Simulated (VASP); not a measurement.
Input for VASP

**INCAR**
```
SYSTEM = AlN
PREC = Accurate
ENCUT = 520
EDIFF = 1E-6
NELM = 100
ALGO = Normal
LREAL = .FALSE.
LASPH = .TRUE.
ISMEAR = 0
SIGMA = 0.05
GGA = PE
LWAVE = .FALSE.
LCHARG = .FALSE.
ISIF = 2
```

File KPOINTS:
```
Automatic mesh
0
Gamma
8 8 8
0 0 0
```

File POSCAR:
```
AlN
1
    0.0000000000     2.1899820740     2.1900383689
    2.1900009628     0.0000000000     2.1899898106
    2.1900415130     2.1900224705     0.0000000000
Al N
1 1
Direct
  0.0000000000   0.0000000000   0.0000000000
  0.2500000000   0.2500000000   0.2500000000
```

POTCAR, in this order: Al N (PBE.64 set). Program: vasp_std.

The resulting files:

File standard output:
```
 POSCAR found type information on POSCAR AlN
 POSCAR found :  2 types and       2 ions
 Reading from existing POTCAR
 Reading from existing POTCAR

 -----------------------------------------------------------------------------
|                                                                             |
|           W    W    AA    RRRRR   N    N  II  N    N   GGGG   !!!           |
|           W    W   A  A   R    R  NN   N  II  NN   N  G    G  !!!           |
|           W    W  A    A  R    R  N N  N  II  N N  N  G       !!!           |
|           W WW W  AAAAAA  RRRRR   N  N N  II  N  N N  G  GGG   !            |
|           WW  WW  A    A  R   R   N   NN  II  N   NN  G    G                |
|           W    W  A    A  R    R  N    N  II  N    N   GGGG   !!!           |
|                                                                             |
|     Inconsistent Bravais lattice types found for crystalline and            |
|     reciprocal lattice:                                                     |
|                                                                             |
|        Crystalline: rhombohedral (trigonal)                                 |
|        Reciprocal : base-centered monoclinic                                |
|                    (instead of rhombohedral (trigonal))                     |
|                                                                             |
|     In most cases this is due to inaccuracies in the specification of       |
|     the crytalline lattice vectors.                                         |
|                                                                             |
|     Suggested SOLUTIONS:                                                    |
|      ) Refine the lattice parameters of your structure,                     |
|      ) and/or try changing SYMPREC.                                         |
|                                                                             |
 -----------------------------------------------------------------------------

 LDA part: xc-table for (Slater+PW92), standard interpolation

 -----------------------------------------------------------------------------
|                                                                             |
|     EEEEEEE  RRRRRR   RRRRRR   OOOOOOO  RRRRRR      ###     ###     ###     |
|     E        R     R  R     R  O     O  R     R     ###     ###     ###     |
|     E        R     R  R     R  O     O  R     R     ###     ###     ###     |
|     EEEEE    RRRRRR   RRRRRR   O     O  RRRRRR       #       #       #      |
|     E        R   R    R   R    O     O  R   R                               |
|     E        R    R   R    R   O     O  R    R      ###     ###     ###     |
|     EEEEEEE  R     R  R     R  OOOOOOO  R     R     ###     ###     ###     |
|                                                                             |
|     IBZKPT: not all point group operations associated with the symmetry     |
|     operators of the crystalline lattice are members of the point group     |
|     of the reciprocal lattice.                                              |
|                                                                             |
|       ---->  I REFUSE TO CONTINUE WITH THIS SICK JOB ... BYE!!! <----       |
|                                                                             |
 -----------------------------------------------------------------------------
```

Q: Read input and log: which fault does this run have?
(A) molecular dynamics (IBRION = 0) was asked for without POTIM
(B) the lattice vectors carry noise near SYMPREC
(C) simple mixing (IMIX = 1) with AMIX above 1 overshoots
(D) ALGO = VeryFast starts from random orbitals with almost no delay (NELMDL = -1)

A: B, the lattice vectors carry noise near SYMPREC. VASP stops with an error: IBZKPT: not all point group operations associated with the symmetry operators of the crystalline lattice are members of the point group of the reciprocal lattice. ----> I REFUSE TO CONTINUE WITH THIS SICK JOB ... BYE!!! <----

To mend it, correct POSCAR.
POSCAR:
```
AlN
1
    0.0000000000     2.1900000000     2.1900000000
    2.1900000000     0.0000000000     2.1900000000
    2.1900000000     2.1900000000     0.0000000000
Al N
1 1
Direct
  0.0000000000   0.0000000000   0.0000000000
  0.2500000000   0.2500000000   0.2500000000
```
The mended run (PBE GGA, plane waves, VASP's PBE PAW potentials (set 64)) converges, and its OSZICAR ends with
```
   1 F= -.14844434E+02 E0= -.14844434E+02  d E =-.778369E-14
```

The compound is AlN in the zinc blende structure, a metastable form; wurtzite is the usual one. The cell was not relaxed at this level.
